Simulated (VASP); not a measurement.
The input files of a VASP run:

### POSCAR
```
ZrC
1
    0.0000000000     2.2792371568     2.2792371568
    2.2792371568     0.0000000000     2.2792371568
    2.2792371568     2.2792371568     0.0000000000
Zr C
1 1
Direct
  1.0000000000   1.0000000000   1.0000000000
  0.5000000000   0.5000000000   0.5000000000
```

INCAR:
```
ALGO=Normal
EDIFF=1E-6
EDIFFG=-0.02
ENCUT=620
GGA=PS
IBRION=2
ISIF=3
ISMEAR=1
LASPH=.TRUE.
LCHARG=.FALSE.
LMAXMIX=4
LREAL=.FALSE.
LWAVE=.FALSE.
NELM=100
NSW=40
PREC=Accurate
PSTRESS=200
SIGMA=0.1
SYSTEM=ZrC
```

File KPOINTS:
```
Automatic mesh
0
Gamma
14 14 14
0 0 0
```

POTCAR, in this order: Zr_sv C (PBE.64 set). Program: vasp_std.

Write an equivalent input for Ansatz.

One equivalent input (not run):
Ansatz 0.2 input:
```yaml
crystal:
  lattice:
    - [0.0000000, 2.2792372, 2.2792372]
    - [2.2792372, 0.0000000, 2.2792372]
    - [2.2792372, 2.2792372, 0.0000000]
  atoms:
    - { symbol: Zr, position: [1.0000000, 1.0000000, 1.0000000] }
    - { symbol: C, position: [0.5000000, 0.5000000, 0.5000000] }
kpoints:
  mp_grid: { grid: [14, 14, 14] }
hamiltonian:
  xc: pbesol
  pseudopotentials: { kind: paw }
scf:
  occupations: { method: methfessel_paxton, width: 0.1 }
  max_iter: 100
relax:
  max_steps: 40
  f_tol: 0.02
  cell: { p_target: 20 }
output: { forces: true, stress: true, eigenvalues: true }
```
The two are equivalent in intent, not identical: each code has its own PAW files, so the cut-off isn't converted (ENCUT is set for VASP's; basis.ecutwfc is left out, and Ansatz then takes the one that its files recommend); Ansatz stops its SCF on the density residual and VASP on the energy change (EDIFF).

The compound is ZrC in the rock salt structure. It was relaxed first under an external pressure of 20 GPa.
